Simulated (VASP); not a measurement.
## Be2Al: single point with PBE

Be2Al:

```
Be Al
1.0
     3.65150    0.00000    0.00000
    -1.82575    3.16229    0.00000
     0.00000    0.00000    2.71918
Be Al
2 1
Direct
  0.32679 0.66168 0.50678
  0.65317 0.34202 0.50350
  0.01120 0.00336 0.01048
```

The cell was built by a generator and needn't be a form met in nature.

The cell isn't the ideal one: atoms moved at random, drawn with an rms of 0.05 Å.

* Program: VASP 6.6.1
* Task: single point
* Functional: PBE
* Potentials or basis: VASP PAW PBE potentials, release 64 (Be, Al)
* Cutoff: 520 eV
* k mesh: 8 × 8 × 10
* Occupations: fermi-dirac, width 0.05 eV
* Spin: no spin polarisation

* Pressure: 6.1 GPa
* Largest force: 0.708 eV/Å
* Band gap on the k mesh: none (metal or under the smearing width)

Forces on the atoms (eV/Å):
```
Be  -0.136  0.327  0.011
Be   0.657 -0.261  0.048
Al  -0.520 -0.066 -0.058
```

Stress tensor (GPa, compression positive):
```
 6.43 -0.69  0.12
-0.69  5.11  0.03
 0.12  0.03  6.87
```

Levels at points of the mesh, in eV from the Fermi level:
| k point | band 1 | band 2 | band 3 | band 4 | band 5 | band 6 | band 7 | band 8 |
| --- | --- | --- | --- | --- | --- | --- | --- | --- |
| (0.00, 0.00, 0.00) | -11.32 | -0.49 | -0.14 | 0.62 | 1.00 | 4.06 | 4.34 | 6.00 |
| (0.50, 0.00, 0.00) | -8.66 | -7.58 | -3.30 | 0.44 | 6.82 | 8.54 | 9.72 | 10.52 |
| (0.00, 0.50, 0.00) | -8.64 | -7.60 | -3.30 | 0.43 | 6.79 | 8.60 | 9.73 | 10.58 |
| (0.50, 0.50, 0.00) | -8.70 | -7.53 | -3.29 | 0.43 | 7.06 | 8.19 | 9.54 | 10.13 |
| (0.00, 0.00, 0.50) | -7.18 | -6.65 | 2.34 | 2.81 | 4.14 | 4.67 | 5.31 | 6.31 |
| (0.50, 0.00, 0.50) | -4.89 | -4.08 | -2.96 | -2.85 | -0.23 | 3.63 | 3.82 | 5.40 |
| (0.00, 0.50, 0.50) | -4.89 | -4.10 | -2.93 | -2.85 | -0.24 | 3.52 | 3.92 | 5.40 |
| (0.50, 0.50, 0.50) | -4.91 | -3.93 | -3.17 | -2.82 | -0.20 | 3.62 | 3.93 | 5.35 |

Wall time 69 s on 1 thread of Intel(R) Xeon(R) Platinum 8259CL CPU @ 2.50GHz (Skylake/Cascade Lake), on a shared host, peak memory 0.22 GiB.
